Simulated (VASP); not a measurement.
# NiMoIrPdW: band structure with PBE

Crystal: NiMoIrPdW.

```
CELL_PARAMETERS angstrom
2.77215 0.00000 0.00000
-1.38607 2.40075 0.00000
0.00000 0.00000 22.01863
ATOMIC_POSITIONS crystal
Ni 0.33333 0.66667 0.85100
Ni 0.66667 0.33333 0.14900
Mo 0.66667 0.33333 0.76072
Mo 0.33333 0.66667 0.23928
Pd 0.33333 0.66667 0.05319
Pd 0.66667 0.33333 0.94681
Ir 0.33333 0.66667 0.65840
Ir 0.66667 0.33333 0.34160
W 0.33333 0.66667 0.44416
W 0.66667 0.33333 0.55584
```

The cell was built by a generator and needn't be a form met in nature.

```yaml
Program: VASP 6.6.1
Task: band structure
Functional: PBE
Potentials_or_basis: VASP PAW PBE potentials, release 64 (Ni, Mo_sv, Pd, Ir, W_sv)
Cutoff: 520 eV
k_mesh: 12 × 12 × 2
Occupations: gaussian, width 0.1 eV
Spin: no spin polarisation
Further_INCAR_settings: ALGO = Fast; EDIFF = 1e-06; NBANDS = 68
```

```
Band gap along the path : none (metal or under the smearing width)
```

Levels at the corners of the path, in eV from the Fermi level:
| point | band 53 | band 54 | band 55 | band 56 | band 57 | band 58 | band 59 | band 60 | band 61 | band 62 |
| --- | --- | --- | --- | --- | --- | --- | --- | --- | --- | --- |
| Γ | -1.41 | -0.90 | -0.90 | -0.61 | -0.56 | -0.56 | -0.22 | -0.22 | -0.16 | -0.16 |
| M | 0.05 | 0.13 | 0.69 | 0.96 | 0.97 | 1.15 | 1.41 | 1.49 | 1.67 | 1.80 |
| M | 0.05 | 0.13 | 0.69 | 0.96 | 0.97 | 1.15 | 1.41 | 1.49 | 1.67 | 1.80 |
| K | -0.36 | -0.15 | -0.09 | -0.08 | -0.08 | 0.49 | 0.94 | 1.47 | 1.47 | 1.83 |
| K | -0.36 | -0.15 | -0.09 | -0.08 | -0.08 | 0.49 | 0.94 | 1.47 | 1.47 | 1.83 |
| Γ | -1.41 | -0.90 | -0.90 | -0.61 | -0.56 | -0.56 | -0.22 | -0.22 | -0.16 | -0.16 |
| Γ | -1.41 | -0.90 | -0.90 | -0.61 | -0.56 | -0.56 | -0.22 | -0.22 | -0.16 | -0.16 |
| A | -1.32 | -1.00 | -0.94 | -0.94 | -0.51 | -0.51 | -0.28 | -0.28 | -0.13 | -0.13 |
| A | -1.32 | -1.00 | -0.94 | -0.94 | -0.51 | -0.51 | -0.28 | -0.28 | -0.13 | -0.13 |
| L | 0.13 | 0.39 | 0.70 | 0.93 | 0.97 | 1.15 | 1.16 | 1.64 | 1.65 | 1.89 |
| L | 0.13 | 0.39 | 0.70 | 0.93 | 0.97 | 1.15 | 1.16 | 1.64 | 1.65 | 1.89 |
| H | -0.36 | -0.14 | -0.08 | -0.08 | -0.07 | 0.40 | 1.01 | 1.47 | 1.47 | 1.83 |
| H | -0.36 | -0.14 | -0.08 | -0.08 | -0.07 | 0.40 | 1.01 | 1.47 | 1.47 | 1.83 |
| A | -1.32 | -1.00 | -0.94 | -0.94 | -0.51 | -0.51 | -0.28 | -0.28 | -0.13 | -0.13 |
| L | 0.13 | 0.39 | 0.70 | 0.93 | 0.97 | 1.15 | 1.16 | 1.64 | 1.65 | 1.89 |
| M | 0.05 | 0.13 | 0.69 | 0.96 | 0.97 | 1.15 | 1.41 | 1.49 | 1.67 | 1.80 |
| K | -0.36 | -0.15 | -0.09 | -0.08 | -0.08 | 0.49 | 0.94 | 1.47 | 1.47 | 1.83 |
| H | -0.36 | -0.14 | -0.08 | -0.08 | -0.07 | 0.40 | 1.01 | 1.47 | 1.47 | 1.83 |

It took 28 min on 2 MPI ranks on Intel(R) Xeon(R) Platinum 8259CL CPU @ 2.50GHz (Skylake/Cascade Lake) (shared host), peak memory 1.2 GiB a rank.

Caveat: the log is that of the step along the path at fixed density, whose energy, stress, charges and moments have no meaning; spin-orbit coupling is left out, which moves the levels of the heavy elements. Spin polarisation is off, so any magnetic state and its effect on volume and gap are missing.
